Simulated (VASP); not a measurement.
All values below come from LDA (Ceperley-Alder, Perdew-Zunger), VASP's LDA PAW potentials (set 64) (plane waves; VASP).

VASP ran on this input.

INCAR:
```
# general
SYSTEM  = WC
PREC    = Accurate
ENCUT   = 620   # plane-wave cut-off (eV)
LREAL   = .FALSE.   # projection in real space or not
LASPH   = .TRUE.

# electronic loop
EDIFF   = 1E-6   # SCF stop (eV)
NELM    = 100   # most electronic steps
ALGO    = Normal   # blocked Davidson
LMAXMIX = 6

# smearing
ISMEAR  = 1   # Methfessel-Paxton
SIGMA   = 0.1

# ions
IBRION  = 2   # conjugate gradients
NSW     = 40
ISIF    = 3
EDIFFG  = -0.02
PSTRESS = 300

# output
LWAVE   = .FALSE.
LCHARG  = .FALSE.
```

POSCAR:
```
WC
1
    1.4123422922    -2.4462486957    -0.0000000000
    1.4123422922     2.4462486957    -0.0000000000
    0.0000000000     0.0000000000     2.7692091288
W C
1 1
Direct
  0.0000000000   0.0000000000   0.0000000000
  0.3333330000   0.6666670000   0.5000000000
```

**KPOINTS**
```
Automatic mesh
0
G
 15 15 13
0 0 0
```

POTCAR, in this order: W_sv C (LDA.64 set). Program: vasp_std.

Output

### OUTCAR
```
 ion  position               nearest neighbor table
   1  0.000  0.000  0.000-   2 2.14   2 2.14   2 2.14   2 2.14   2 2.14   2 2.14
   2  0.333  0.667  0.500-   1 2.14   1 2.14   1 2.14   1 2.14   1 2.14   1 2.14
  LATTYP: Found a hexagonal cell.
 ALAT       =     2.8246846606
 C/A-ratio  =     0.9803604514
 Subroutine PRICEL returns:
 Original cell was already a primitive cell.
 Subroutine GETGRP returns: Found 12 space group operations
The static configuration has the point symmetry D_3h.
The dynamic configuration has the point symmetry D_3h.
 Subroutine INISYM returns: Found 12 space group operations
 Subroutine IBZKPT returns following result:
 Found    189 irreducible k-points:

 Following reciprocal coordinates:
            Coordinates               Weight
  0.000000  0.000000  0.000000      1.000000
  0.066667 -0.000000  0.000000      6.000000
  0.133333 -0.000000  0.000000      6.000000
  0.200000 -0.000000  0.000000      6.000000
  0.266667 -0.000000  0.000000      6.000000
  0.333333 -0.000000  0.000000      6.000000
  0.400000  0.000000  0.000000      6.000000
  0.466667 -0.000000  0.000000      6.000000
  0.066667  0.066667  0.000000      6.000000
  0.133333  0.066667  0.000000     12.000000
  0.200000  0.066667  0.000000     12.000000
  0.266667  0.066667  0.000000     12.000000
  0.333333  0.066667  0.000000     12.000000
  0.400000  0.066667  0.000000     12.000000
  0.466667  0.066667  0.000000      6.000000
  0.133333  0.133333  0.000000      6.000000
  0.200000  0.133333  0.000000     12.000000
  0.266667  0.133333  0.000000     12.000000
  0.333333  0.133333  0.000000     12.000000
  0.400000  0.133333  0.000000     12.000000
  0.200000  0.200000  0.000000      6.000000
  0.266667  0.200000  0.000000     12.000000
  0.333333  0.200000  0.000000     12.000000
...
```

**OSZICAR**
```
       N       E                     dE             d eps       ncg     rms          rms(c)
DAV:   1     0.120997833666E+03    0.12100E+03   -0.10964E+04  4930   0.176E+03
DAV:   2    -0.234771937894E+02   -0.14448E+03   -0.14060E+03  5629   0.417E+02
DAV:   3    -0.276484412803E+02   -0.41712E+01   -0.41313E+01  5967   0.645E+01
DAV:   4    -0.276873887460E+02   -0.38947E-01   -0.38930E-01  5369   0.660E+00
DAV:   5    -0.276876866941E+02   -0.29795E-03   -0.29793E-03  5769   0.603E-01    0.384E+01
DAV:   6    -0.246927716293E+02    0.29949E+01   -0.89239E+00  5469   0.315E+01    0.112E+01
DAV:   7    -0.246242739396E+02    0.68498E-01   -0.36995E-01  5074   0.585E+00    0.743E+00
DAV:   8    -0.245919081173E+02    0.32366E-01   -0.52012E-02  5479   0.197E+00    0.961E-01
DAV:   9    -0.245908566667E+02    0.10515E-02   -0.37434E-03  5249   0.429E-01    0.118E-01
DAV:  10    -0.245907741245E+02    0.82542E-04   -0.18603E-04  5524   0.191E-01    0.664E-02
DAV:  11    -0.245907729514E+02    0.11731E-05   -0.17688E-05  5524   0.374E-02    0.881E-03
DAV:  12    -0.245907724423E+02    0.50909E-06   -0.26494E-06  4999   0.161E-02
   1 F= -.21007853E+02 E0= -.21007908E+02  d E =-.210079E+02
```

File OUTCAR:
```
------------------------ aborting loop because EDIFF is reached ----------------------------------------
  FORCE on cell =-STRESS in cart. coord.  units (eV):
  Direction    XX          YY          ZZ          XY          YZ          ZX
  --------------------------------------------------------------------------------------
  Total        3.6025578      3.6025581      3.6072743      0.0000000     -0.0000000     -0.0000000
  in kB      301.6443672    301.6443889    302.0392833      0.0000000     -0.0000000     -0.0000000
  external PRESSURE =       1.7760131 kB  Pullay stress =     300.0000000 kB
  volume of cell :       19.13
      direct lattice vectors                 reciprocal lattice vectors
     1.412342292 -2.446248696  0.000000000     0.354021828 -0.204394590  0.000000000
     1.412342292  2.446248696  0.000000000     0.354021828  0.204394590  0.000000000
     0.000000000  0.000000000  2.769209129     0.000000000  0.000000000  0.361113933
 POSITION                                       TOTAL-FORCE (eV/Angst)
 -----------------------------------------------------------------------------------
      0.00000      0.00000      0.00000         0.000000     -0.000000      0.000000
      1.41234      0.81542      1.38460        -0.000000      0.000000      0.000000
 -----------------------------------------------------------------------------------
    total drift:                                0.000000     -0.000359      0.000000
  FREE ENERGIE OF THE ION-ELECTRON SYSTEM (eV)
  ---------------------------------------------------
  free  energy   TOTEN  =       -24.5907724423 eV

  energy  without entropy=      -24.5909360411  energy(sigma->0) =      -24.59082698
  enthalpy is  TOTEN    =       -21.0078534111 eV   P V=        3.5829190311

 reached required accuracy - stopping structural energy minimisation
```
(Selected blocks of OUTCAR.)

The compound is WC in the wc structure. It was relaxed first under an external pressure of 30 GPa.
